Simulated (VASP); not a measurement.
Input:

```
TiN
1.0
    0.00000     2.13416     2.13416
    2.13416     0.00000     2.13416
    2.13416     2.13416     0.00000
Ti N
1 1
Cartesian
  0.00000   0.00000   0.00000
  2.13416   2.13416   2.13416
```

Calculation: revPBE GGA, VASP's PBE PAW potentials (set 64) (plane waves; VASP). Settings: 520 eV cut-off, Gaussian smearing of 0.050 eV, potentials Ti_sv N.

Give the energies of bands 6 to 11 at the high-symmetry points, in eV from the Fermi level.

| band | Γ | X | U | L | W |
|---|---|---|---|---|---|
| 6 | -2.04 | -5.82 | -5.76 | -7.98 | -5.44 |
| 7 | -2.04 | -3.23 | -5.69 | -5.40 | -5.44 |
| 8 | -2.04 | -3.23 | -4.42 | -5.40 | -5.30 |
| 9 | -0.60 | -2.99 | -0.47 | 1.62 | 0.89 |
| 10 | -0.60 | 1.57 | 1.90 | 1.62 | 0.89 |
| 11 | -0.60 | 2.29 | 2.23 | 2.27 | 2.30 |

It has no gap at this level: it comes out as a metal or semimetal.

The compound is TiN in the rock salt structure. It was relaxed first. The electron count is odd and the run is not spin-polarised, which forces a metal.
